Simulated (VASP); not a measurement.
Calculation: G0W0 on PBE orbitals, VASP's PBE PAW potentials (set 64) (plane waves; VASP 6.6.1).

VASP input:

File KPOINTS:
```
Automatic mesh
0
Gamma
4 4 4
0 0 0
```

**POSCAR**
```
GaP
1
    0.0000000000     2.7258100000     2.7258100000
    2.7258100000     0.0000000000     2.7258100000
    2.7258100000     2.7258100000     0.0000000000
Ga P
1 1
Direct
  0.0000000000   0.0000000000   0.0000000000
  0.2500000000   0.2500000000   0.2500000000
```

**INCAR**
```
! general
SYSTEM     =GaP
PREC       =Normal
ENCUT      =500   ! plane-wave cut-off (eV)
LREAL      =.FALSE.
LASPH      =.TRUE.   ! aspherical one-centre terms
NBANDS     =88

! electronic loop
ALGO       =EVGW0

! smearing
ISMEAR     =0   ! Gaussian
SIGMA      =0.01   ! width (eV)

! functional
GGA        =PE   ! PBE

! output
LWAVE      =.FALSE.
LCHARG     =.FALSE.

! other
NELMGW     =1
NOMEGA     =64
ENCUTGW    =170
NBANDSGW   =17
LSPECTRALGW=.TRUE.
```

POTCAR, in this order: Ga_d_GW P_GW (PBE.64 set). Program: vasp_std. Read from the step before: WAVECAR, WAVEDER.

What VASP printed:

File OUTCAR:
```
 ion  position               nearest neighbor table
   1  0.000  0.000  0.000-   2 2.36   2 2.36   2 2.36   2 2.36
   2  0.250  0.250  0.250-   1 2.36   1 2.36   1 2.36   1 2.36
  LATTYP: Found a face centered cubic cell.
 ALAT       =     5.4516200000
 Subroutine PRICEL returns:
 Original cell was already a primitive cell.
 Subroutine GETGRP returns: Found 24 space group operations
The static configuration has the point symmetry T_d .
The dynamic configuration has the point symmetry T_d .
 Subroutine INISYM returns: Found 24 space group operations
 Subroutine IBZKPT returns following result:
 Found      8 irreducible k-points:

 Following reciprocal coordinates:
            Coordinates               Weight
  0.000000  0.000000  0.000000      1.000000
  0.250000  0.000000  0.000000      8.000000
  0.500000  0.000000  0.000000      4.000000
  0.250000  0.250000  0.000000      6.000000
  0.500000  0.250000  0.000000     24.000000
 -0.250000  0.250000  0.000000     12.000000
  0.500000  0.500000  0.000000      3.000000
 -0.250000  0.500000  0.250000      6.000000
 Subroutine IBZKPT_HF returns following result:
...
```

### OSZICAR
```
energies w=
    0.000    0.000    0.464    0.000    0.928    0.000    1.389    0.000
    1.847    0.000    2.301    0.000    2.751    0.000    3.195    0.000
    3.634    0.000    4.067    0.000    4.494    0.000    4.915    0.000
    5.330    0.000    5.740    0.000    6.144    0.000    6.544    0.000
    6.940    0.000    7.332    0.000    7.721    0.000    8.108    0.000
    8.494    0.000    8.879    0.000    9.264    0.000    9.650    0.000
   10.038    0.000   10.430    0.000   10.825    0.000   11.226    0.000
   11.634    0.000   12.049    0.000   12.474    0.000   12.909    0.000
   13.357    0.000   13.820    0.000   14.299    0.000   14.797    0.000
   15.317    0.000   15.862    0.000   16.435    0.000   17.040    0.000
   17.682    0.000   18.366    0.000   19.098    0.000   19.887    0.000
   20.740    0.000   21.668    0.000   22.685    0.000   23.806    0.000
   25.050    0.000   26.441    0.000   28.010    0.000   29.797    0.000
   31.852    0.000   34.242    0.000   37.062    0.000   40.437    0.000
   44.552    0.000   49.678    0.000   56.238    0.000   64.922    0.000
   76.946    0.000   94.666    0.000  123.323    0.000  177.415    0.000
NQ=   1    0.0000    0.0000    0.0000,
 performed        114000 updates of chi_q(r,r)
NQ=   2    0.2500    0.0000    0.0000,
 performed        312000 updates of chi_q(r,r)
NQ=   3    0.5000    0.0000    0.0000,
 performed        486000 updates of chi_q(r,r)
NQ=   4    0.2500    0.2500    0.0000,
 performed        684000 updates of chi_q(r,r)
NQ=   5    0.5000    0.2500    0.0000,
 performed        948000 updates of chi_q(r,r)
NQ=   6   -0.2500    0.2500    0.0000,
 performed       1188000 updates of chi_q(r,r)
NQ=   7    0.5000    0.5000    0.0000,
 performed       1344000 updates of chi_q(r,r)
NQ=   8   -0.2500    0.5000    0.2500,
 performed       1536000 updates of chi_q(r,r)
 resolving degeneracies of screened two electron integrals
```

**OUTCAR**
```


 k-point   1 :       0.0000    0.0000    0.0000
  band No.  KS-energies  QP-energies   sigma(KS)   V_xc(KS)     V^pw_x(r,r')   Z            occupation Imag(sigma)

      1     -10.1921     -12.4730     -25.0157     -21.6818     -35.0249       0.6842       2.0000       0.1919
      2     -10.1921     -12.4730     -25.0157     -21.6818     -35.0249       0.6842       2.0000       0.1919
      3     -10.1921     -12.4730     -25.0157     -21.6818     -35.0249       0.6842       2.0000       0.1919
      4     -10.0943     -12.4110     -25.1799     -21.8041     -35.1549       0.6863       2.0000       0.1597
      5     -10.0943     -12.4110     -25.1799     -21.8041     -35.1549       0.6863       2.0000       0.1597
      6      -8.0965      -8.5266     -12.0282     -11.3605     -18.6664       0.6441       2.0000       0.9976
      7       4.3984       3.9507     -13.2041     -12.6165     -14.6176       0.7619       2.0000       0.0425
      8       4.3984       3.9507     -13.2041     -12.6165     -14.6176       0.7619       2.0000       0.0425
      9       4.3984       3.9507     -13.2041     -12.6165     -14.6176       0.7619       2.0000       0.0425
     10       6.2084       6.6623     -11.0342     -11.6258      -6.8664       0.7672       0.0000      -0.0576
     11       8.2562       8.5431     -10.1040     -10.4786      -5.8151       0.7660       0.0000      -0.0703
     12       8.2562       8.5431     -10.1040     -10.4786      -5.8151       0.7660       0.0000      -0.0703
     13       8.2562       8.5431     -10.1040     -10.4786      -5.8151       0.7660       0.0000      -0.0703
     14      13.2012      13.2493      -8.1724      -8.2337      -2.7548       0.7836       0.0000      -0.2785
     15      14.1036      14.4363     -10.3824     -10.8288      -5.0040       0.7453       0.0000      -0.2357
     16      14.1036      14.4363     -10.3824     -10.8288      -5.0040       0.7453       0.0000      -0.2357
     17      16.8152      16.7372      -8.3250      -8.2216      -2.4413       0.7543       0.0000      -0.4613

 k-point   2 :       0.2500    0.0000    0.0000
  band No.  KS-energies  QP-energies   sigma(KS)   V_xc(KS)     V^pw_x(r,r')   Z            occupation Imag(sigma)

      1     -10.2353     -12.4614     -24.7286     -21.4608     -34.6962       0.6812       2.0000       0.2114
      2     -10.1779     -12.4621     -25.0477     -21.7090     -35.0600       0.6841       2.0000       0.1902
      3     -10.1779     -12.4621     -25.0477     -21.7090     -35.0600       0.6841       2.0000       0.1902
      4     -10.0935     -12.4122     -25.1804     -21.8063     -35.1596       0.6872       2.0000       0.1595
      5     -10.0935     -12.4122     -25.1804     -21.8063     -35.1596       0.6872       2.0000       0.1595
      6      -7.3214      -7.7851     -12.4193     -11.7316     -18.8618       0.6744       2.0000       0.9444
      7       0.5119       0.0154     -12.2735     -11.5939     -14.8223       0.7306       2.0000       0.1105
      8       3.7324       3.2588     -12.8619     -12.2378     -14.4110       0.7588       2.0000       0.0471
      9       3.7324       3.2588     -12.8619     -12.2378     -14.4110       0.7588       2.0000       0.0471
     10       6.5352       6.8893     -10.4412     -10.9007      -6.3730       0.7706       0.0000      -0.0579
     11       9.1133       9.4049     -10.2292     -10.6133      -5.7114       0.7593       0.0000      -0.0865
     12       9.1133       9.4049     -10.2292     -10.6133      -5.7114       0.7593       0.0000      -0.0865
     13      10.7378      11.0010     -10.6217     -10.9769      -5.6151       0.7408       0.0000      -0.1326
     14      13.3191      13.5279      -9.8346     -10.1132      -4.5752       0.7496       0.0000      -0.2255
     15      13.3191      13.5279      -9.8346     -10.1132      -4.5752       0.7496       0.0000      -0.2255
     16      14.3087      14.2125      -8.0302      -7.9028      -2.4750       0.7545       0.0000      -0.3101
     17      17.4717      17.5408      -8.9795      -9.0722      -2.9303       0.7463       0.0000      -0.5295

 k-point   3 :       0.5000    0.0000    0.0000
  band No.  KS-energies  QP-energies   sigma(KS)   V_xc(KS)     V^pw_x(r,r')   Z            occupation Imag(sigma)

      1     -10.2726     -12.4673     -24.5482     -21.3217     -34.4923       0.6802       2.0000       0.2263
      2     -10.1682     -12.4570     -25.0640     -21.7213     -35.0735       0.6847       2.0000       0.1889
      3     -10.1682     -12.4570     -25.0640     -21.7213     -35.0735       0.6847       2.0000       0.1889
      4     -10.0876     -12.4097     -25.1970     -21.8241     -35.1870       0.6885       2.0000       0.1608
      5     -10.0876     -12.4097     -25.1970     -21.8241     -35.1870       0.6885       2.0000       0.1608
      6      -6.0294      -6.5099     -13.1385     -12.4476     -19.2268       0.6955       2.0000       0.8008
      7      -2.2500      -2.7722     -11.4813     -10.7361     -15.2526       0.7008       2.0000       0.2853
      8       3.2756       2.7747     -12.7422     -12.0791     -14.4631       0.7556       2.0000       0.0521
      9       3.2756       2.7747     -12.7422     -12.0791     -14.4631       0.7556       2.0000       0.0521
     10       6.0520       6.3793     -10.4162     -10.8389      -6.4929       0.7743       0.0000      -0.0544
     11       9.0869       9.3347      -9.8910     -10.2156      -5.4005       0.7636       0.0000      -0.0852
     12       9.0869       9.3347      -9.8910     -10.2156      -5.4005       0.7636       0.0000      -0.0852
     13      12.6685      12.5507      -8.4861      -8.3302      -3.0193       0.7558       0.0000      -0.2363
     14      15.2834      15.4468      -9.8035     -10.0257      -3.7763       0.7352       0.0000      -0.3813
     15      15.9934      16.3324     -10.4776     -10.9284      -4.3565       0.7518       0.0000      -0.4746
     16      15.9934      16.3324     -10.4776     -10.9284      -4.3565       0.7518       0.0000      -0.4746
     17      17.9568      18.0681     -10.2520     -10.4005      -3.9527       0.7496       0.0000      -0.6696

 k-point   4 :       0.2500    0.2500    0.0000
  band No.  KS-energies  QP-energies   sigma(KS)   V_xc(KS)     V^pw_x(r,r')   Z            occupation Imag(sigma)

      1     -10.2582     -12.4756     -24.6802     -21.4236     -34.6459       0.6809       2.0000       0.2150
      2     -10.1611     -12.4542     -25.0882     -21.7442     -35.1067       0.6857       2.0000       0.1886
      3     -10.1611     -12.4542     -25.0882     -21.7442     -35.1067       0.6857       2.0000       0.1886
      4     -10.1107     -12.4124     -25.1238     -21.7563     -35.0913       0.6835       2.0000       0.1621
      5     -10.0838     -12.4093     -25.1997     -21.8246     -35.1845       0.6890       2.0000       0.1587
      6      -7.0599      -7.5179     -12.4656     -11.7847     -18.8197       0.6726       2.0000       0.9132
      7       0.7153       0.2756     -12.7428     -12.1433     -15.2157       0.7334       2.0000       0.1025
      8       2.7085       2.1885     -12.3788     -11.6865     -14.1998       0.7511       2.0000       0.0579
      9       2.7085       2.1885     -12.3788     -11.6865     -14.1998       0.7511       2.0000       0.0579
     10       6.5580       6.7503      -9.6773      -9.9250      -5.7492       0.7764       0.0000      -0.0568
     11       8.1018       8.3226     -10.0167     -10.3056      -5.6540       0.7646       0.0000      -0.0733
     12      11.1219      11.4599     -10.8013     -11.2581      -5.7222       0.7399       0.0000      -0.1476
     13      11.1219      11.4599     -10.8013     -11.2581      -5.7222       0.7399       0.0000      -0.1476
     14      12.1781      12.3946     -10.1304     -10.4170      -4.9808       0.7554       0.0000      -0.1852
     15      15.0445      15.3853     -10.3525     -10.8066      -4.6715       0.7504       0.0000      -0.3287
     16      17.0853      17.2250      -9.0478      -9.2320      -2.9823       0.7583       0.0000      -0.5261
     17      18.9787      18.9195      -8.8774      -8.7988      -2.6367       0.7531       0.0000      -0.6999

 k-point   5 :       0.5000    0.2500    0.0000
  band No.  KS-energies  QP-energies   sigma(KS)   V_xc(KS)     V^pw_x(r,r')   Z            occupation Imag(sigma)

      1     -10.2835     -12.4761     -24.5570     -21.3335     -34.5113       0.6802       2.0000       0.2263
      2     -10.1542     -12.4540     -25.0923     -21.7449     -35.1048       0.6870       2.0000       0.1855
      3     -10.1464     -12.4516     -25.1198     -21.7714     -35.1415       0.6884       2.0000       0.1873
      4     -10.1093     -12.4179     -25.1321     -21.7649     -35.1067       0.6856       2.0000       0.1623
      5     -10.0822     -12.4123     -25.2032     -21.8292     -35.1928       0.6906       2.0000       0.1588
      6      -5.7068      -6.1693     -13.0973     -12.4254     -19.0601       0.6883       2.0000       0.7527
      7      -1.7460      -2.2302     -12.0528     -11.3695     -15.6292       0.7085       2.0000       0.2318
      8       1.1538       0.6004     -11.7212     -10.9731     -13.9219       0.7399       2.0000       0.0878
      9       2.3589       1.8182     -12.3189     -11.5974     -14.2839       0.7495       2.0000       0.0631
     10       6.8385       7.0058      -9.7013      -9.9171      -5.7064       0.7752       0.0000      -0.0594
     11       9.3107       9.6095     -10.3868     -10.7839      -5.7027       0.7527       0.0000      -0.0985
     12      10.9677      11.1653     -10.1409     -10.4040      -5.2325       0.7510       0.0000      -0.1348
     13      11.4341      11.7289     -10.3736     -10.7702      -5.2081       0.7431       0.0000      -0.1638
     14      15.2234      15.3717     -10.2723     -10.4760      -4.1379       0.7280       0.0000      -0.4143
     15      16.0861      16.4151     -10.5296     -10.9737      -4.3930       0.7411       0.0000      -0.4725
     16      17.5334      17.8934     -10.7863     -11.2780      -4.2478       0.7322       0.0000      -0.6434
     17      18.0887      18.1013      -8.6877      -8.7045      -2.6634       0.7470       0.0000      -0.5359

 k-point   6 :      -0.2500    0.2500    0.0000
  band No.  KS-energies  QP-energies   sigma(KS)   V_xc(KS)     V^pw_x(r,r')   Z            occupation Imag(sigma)

...
```
(Selected blocks of OUTCAR.)

The mesh is coarse and the basis finite, so the quasiparticle values are not converged.

The structure comes from a computed database's GaP entry (F-43m); how it stands against other phases isn't given here. The cell was not relaxed at this level. The k-mesh is coarse (spacing up to 0.50 per Å, 2π included), so the numbers may not be converged in it.
